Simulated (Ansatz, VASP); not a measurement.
# CePb: VASP beside Ansatz

Contents of INCAR:

```
  PREC = Accurate
  ENCUT = 520
  EDIFF = 1E-6
  ISMEAR = 1
  SIGMA = 0.028
  LREAL = False
  LASPH = True
  NELM = 80
  ALGO = Fast
  ISIF = 2
  LWAVE = False
  LCHARG = False
  GGA = PE
  NBANDS = 34
```

File KPOINTS:

```
regular mesh
0
Gamma
  6 6 6
```

Contents of POSCAR:

```
CePb
1.0
    0.0000000000      4.7210450000      0.0000000000
    4.7210450000      0.0000000000      0.0000000000
    2.3605220000      2.3605220000     -5.4221390000
Pb Ce
2 2
Direct
    0.5000000000      0.5000000000      0.0000000000
    0.2500000000      0.7500000000      0.5000000000
    0.0000000000      0.0000000000      0.0000000000
    0.7500000000      0.2500000000      0.5000000000
```

Input for Ansatz:

```yaml
crystal:
  lattice:
    - [0.0, 4.721045, 0.0]
    - [4.721045, 0.0, 0.0]
    - [2.360522, 2.360522, -5.422139]
  atoms:
    - { symbol: Pb, position: [0.5, 0.5, 0.0] }
    - { symbol: Pb, position: [0.25, 0.75, 0.5] }
    - { symbol: Ce, position: [0.0, 0.0, 0.0] }
    - { symbol: Ce, position: [0.75, 0.25, 0.5] }
kpoints:
  mp_grid: { grid: [6, 6, 6], shift: [0, 0, 0] }
  band_path:
    path:
      - [0.0, 0.0, 0.0]
      - [0.5, 0.5, 0.5]
      - [0.5, 0.5, 0.25]
      - [0.0, 0.5, 0.0]
      - [0.0, 0.0, 0.0]
      - [0.0, 0.0, -0.5]
      - [0.0, 0.40523565, -0.29738218]
      - [0.0, 0.59476435, 0.29738218]
      - [0.0, 0.0, 0.0]
      - [0.5, 0.5, 0.5]
      - [0.40523565, 0.59476435, 0.5]
    npoints: 6
magnetization:
  spin_polarized: false
scf:
  occupations: { method: methfessel_paxton, width: 0.028 }
  lower_state_search: "off"
  max_iter: 200
hamiltonian:
  pseudopotentials: { kind: paw }
  xc: pbe
basis:
  ecutwfc: 420
  fft_grid_basis: typed
output:
  forces: true
  stress: true
  eigenvalues: true
  bader: true
  populations: true
  elf: true
  write_potential: true
  volumetric_format: npy
  dos:
    e_range: [-12, 8]
    de: 0.05
    projected: { site_lists: { Ce: [Ce], Pb: [Pb] } }
checkpoint:
  read: saved_state
```

Alike in both runs: task single point; functional PBE; k mesh 6 × 6 × 6; occupations methfessel-paxton of order 1, width 0.028 eV; no spin polarisation.

|  | VASP | Ansatz |
| --- | --- | --- |
| version | VASP 6.6.1 | Ansatz 0.2.0 |
| potentials or method | VASP PAW PBE potentials, release 64 (Pb_d, Ce) | PAW plane waves |
| plane-wave cutoff (eV) | 520 | 420 |
| valence electrons in the cell | 52 | 52 |

Ansatz gave:

```
pressure (GPa)                                  : -1.3
largest component of the traceless stress (GPa) : 1.77
```

Q: What did VASP give for the same quantities?

A: Pressure (GPa): -1.5; largest component of the traceless stress (GPa): 1.79.

With one functional, cell and mesh, what is left measures potentials, basis and numerics.

Caveats: without U or exact exchange the open f shell lies at the Fermi level, which spoils levels, moments and volumes. Spin-orbit coupling is left out, which matters for the levels of Ce, Pb. Spin polarisation is off, so any magnetic state and its effect on volume and gap are missing.
